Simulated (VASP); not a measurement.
Calculation: RPBE GGA, VASP's PBE PAW potentials (set 64) (plane waves; VASP).

VASP ran on this input.

File KPOINTS:
```
Automatic mesh
0
Gamma
11 11 11
0 0 0
```

POSCAR:
```
LiF
1
    0.0000000000     2.0480311515     2.0480311515
    2.0480311515     0.0000000000     2.0480311515
    2.0480311515     2.0480311515     0.0000000000
Li F
1 1
Direct
  0.0000000000   0.0000000000   0.0000000000
  0.5000000000   0.5000000000   0.5000000000
```

### INCAR
```
SYSTEM  =  LiF
PREC  =  Accurate; ENCUT  =  520; LREAL  =  .FALSE.
LASPH  =  .TRUE.
EDIFF  =  1E-7; NELM  =  100; ALGO  =  Normal
ISMEAR  =  0; SIGMA  =  0.05
GGA  =  RP
ISIF  =  2
LWAVE  =  .FALSE.; LCHARG  =  .FALSE.
```

POTCAR, in this order: Li_sv F (PBE.64 set). Program: vasp_std.

Question: Estimate the energy per atom (σ→0), pressure, band gap (on the k-mesh).

Answer: 
energy per atom (σ→0): -4.613 eV/atom
band gap (on the k-mesh): 8.92 eV
pressure: 2.07 GPa

**OSZICAR**
```
...
DAV:   8    -0.922593373324E+01   -0.16603E-01   -0.31904E-02  1280   0.220E+00    0.111E-01
DAV:   9    -0.922623000729E+01   -0.29627E-03   -0.12227E-03  1203   0.380E-01    0.467E-02
DAV:  10    -0.922638331759E+01   -0.15331E-03   -0.37718E-04  1137   0.182E-01    0.128E-02
DAV:  11    -0.922639060352E+01   -0.72859E-05   -0.90533E-06  1330   0.339E-02    0.302E-03
DAV:  12    -0.922639032038E+01    0.28314E-06   -0.15801E-06  1100   0.143E-02    0.101E-03
DAV:  13    -0.922639043778E+01   -0.11739E-06   -0.80520E-08  1179   0.252E-03    0.888E-05
DAV:  14    -0.922639049098E+01   -0.53200E-07   -0.22891E-09   555   0.605E-04
   1 F= -.92263905E+01 E0= -.92263905E+01  d E =-.984464E-22
```

The compound is LiF in the rock salt structure. This cell is one point of a volume scan, at 0.97 of the reference volume.
